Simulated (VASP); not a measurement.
A convergence study with VASP on TlCl (CsCl type): one setting is varied, all else stays as given below, so the limit is that of these other settings.

```
CELL_PARAMETERS angstrom
      3.84000     0.00000     0.00000
      0.00000     3.84000     0.00000
      0.00000     0.00000     3.84000
ATOMIC_POSITIONS crystal
  Tl 0.00000 0.00000 0.00000
  Cl 0.50000 0.50000 0.50000
```

All values below come from PBE GGA, VASP's PBE PAW potentials (set 64) (plane waves; VASP). The tightest run used: 550 eV cut-off, 16×16×16 Γ-centred mesh, Gaussian smearing of 0.010 eV, potentials Tl_d Cl.

```json
[
 {"setting": "4×4×4 mesh", "mean ε∞": "5.88", "highest Γ mode (cm⁻¹)": "43.1", "irreducible k-points": "10"},
 {"setting": "6×6×6 mesh", "mean ε∞": "5.37", "highest Γ mode (cm⁻¹)": "46.6", "irreducible k-points": "20"},
 {"setting": "8×8×8 mesh", "mean ε∞": "5.31", "highest Γ mode (cm⁻¹)": "46.8", "irreducible k-points": "35"}
]
```

### Question
These are the cheaper rows. Estimate the results at 16×16×16 mesh, and how far the last row shown lies from them.

### Answer

```json
[
 {"quantity": "mean ε∞", "tightest run": "5.29", "last row shown is off by": "0.01"},
 {"quantity": "highest Γ mode (cm⁻¹)", "tightest run": "46.9", "last row shown is off by": "0.0"}
]
```

Left out are rungs that failed or repeat a setting and relaxations that didn't move; long series are thinned to 24 rows.

The compound is TlCl in the CsCl type structure. The cell was not relaxed at this level.
